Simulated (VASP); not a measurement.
A convergence study with VASP on SiC (zinc blende): one setting is varied, all else stays as given below, so the limit is that of these other settings.

```yaml
crystal:
  lattice:
    - [0.00000, 2.18000, 2.18000]
    - [2.18000, 0.00000, 2.18000]
    - [2.18000, 2.18000, 0.00000]
  atoms:
    - { symbol: Si, position: [0.00000, 0.00000, 0.00000] }
    - { symbol: C, position: [0.25000, 0.25000, 0.25000] }
```

All values below come from PBE GGA, VASP's PBE PAW potentials (set 64) (plane waves; VASP). The tightest run used: 700 eV cut-off, 16×16×16 Monkhorst-Pack mesh, Gaussian smearing of 0.050 eV, potentials Si C.

**Question.** The settings run are 1×1×1 mesh; 2×2×2 mesh; 3×3×3 mesh; 4×4×4 mesh; 5×5×5 mesh; 6×6×6 mesh; 7×7×7 mesh; 8×8×8 mesh; 9×9×9 mesh; 10×10×10 mesh; 11×11×11 mesh; 12×12×12 mesh; 13×13×13 mesh; 14×14×14 mesh; 15×15×15 mesh; 16×16×16 mesh. From which on does the stress (every component) stay within 0.1 GPa of the tightest run?

**Answer.** From 6×6×6 mesh on: it is off by 0.00 there and by no more than 0.1 in any finer run, while 5×5×5 mesh is off by 0.12.
```tsv
setting	E (eV/atom)	pressure (GPa)	irreducible k-points	difference judged (GPa)
1×1×1 mesh	1.5765	42.13	1	39.42
2×2×2 mesh	-7.4700	3.24	2	0.53
3×3×3 mesh	-7.2799	4.29	4	1.58
4×4×4 mesh	-7.5309	2.72	10	0.01
5×5×5 mesh	-7.5138	2.83	10	0.12
6×6×6 mesh	-7.5314	2.71	28	0.00
7×7×7 mesh	-7.5297	2.73	20	0.02
8×8×8 mesh	-7.5314	2.71	60	0.00
9×9×9 mesh	-7.5312	2.72	35	0.00
10×10×10 mesh	-7.5314	2.71	110	0.00
11×11×11 mesh	-7.5314	2.71	56	0.00
12×12×12 mesh	-7.5314	2.71	182	0.00
13×13×13 mesh	-7.5314	2.71	84	0.00
14×14×14 mesh	-7.5314	2.71	280	0.00
15×15×15 mesh	-7.5314	2.71	120	0.00
16×16×16 mesh	-7.5314	2.71	408	0.00
```

Left out are rungs that failed or repeat a setting and relaxations that didn't move; long series are thinned to 24 rows.

The compound is SiC in the zinc blende structure. The cell was not relaxed at this level.
